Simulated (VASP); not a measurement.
Si (diamond): the lattice constant a from VASP (plane waves, PAW) at several levels of theory. Static lattice. The path is coarsely sampled, so an indirect gap can come out somewhat too large.

| level | lattice constant a (Å) | error against measurement |
|---|---|---|
| LDA | 5.403 | -0.3 % |
| PBE | 5.469 | +0.9 % |
| PBEsol | 5.436 | +0.3 % |
| revPBE | 5.490 | +1.3 % |
| RPBE | 5.498 | +1.4 % |
| AM05 | 5.437 | +0.3 % |
| PW91 | 5.469 | +0.9 % |
| PBE-D3 (zero damping) | 5.454 | +0.6 % |
| PBE-D3(BJ) | 5.420 | -0.0 % |
| PBE-D4 | 5.418 | -0.1 % |
| optB88-vdW | 5.469 | +0.9 % |
| optB86b-vdW | 5.456 | +0.6 % |
| vdW-DF2 | 5.540 | +2.2 % |
| rev-vdW-DF2 | 5.456 | +0.6 % |
| vdW-DF-cx | 5.447 | +0.5 % |
| TPSS | 5.452 | +0.6 % |
| revTPSS | 5.439 | +0.3 % |
| MS2 | 5.429 | +0.2 % |
| SCAN | 5.428 | +0.1 % |
| r2SCAN | 5.440 | +0.3 % |
| r2SCAN+rVV10 | 5.431 | +0.2 % |
| HSE06 | 5.434 | +0.2 % |
| HSEsol | 5.414 | -0.1 % |
| PBE0 | 5.432 | +0.2 % |

Measured: 5.421 Å at 0 K (as given by Daniel Mejia-Rodriguez et al., Physical Review B (2018), arXiv:1807.09216; static lattice: zero-point anharmonic expansion removed).

The cell of the LDA run:

```
CELL_PARAMETERS angstrom
      0.00000     2.70163     2.70163
      2.70163     0.00000     2.70163
      2.70163     2.70163     0.00000
ATOMIC_POSITIONS crystal
  Si 0.00000 0.00000 0.00000
  Si 0.25000 0.25000 0.25000
```

Only levels that ran to the end are used. Left out are those held back, those with too coarse a band path, GW runs whose mesh misses a band edge, hybrids' fits of cells that aren't cubic and levels without matching references; a question may draw on a part of the rest.

The compound is Si in the diamond structure.
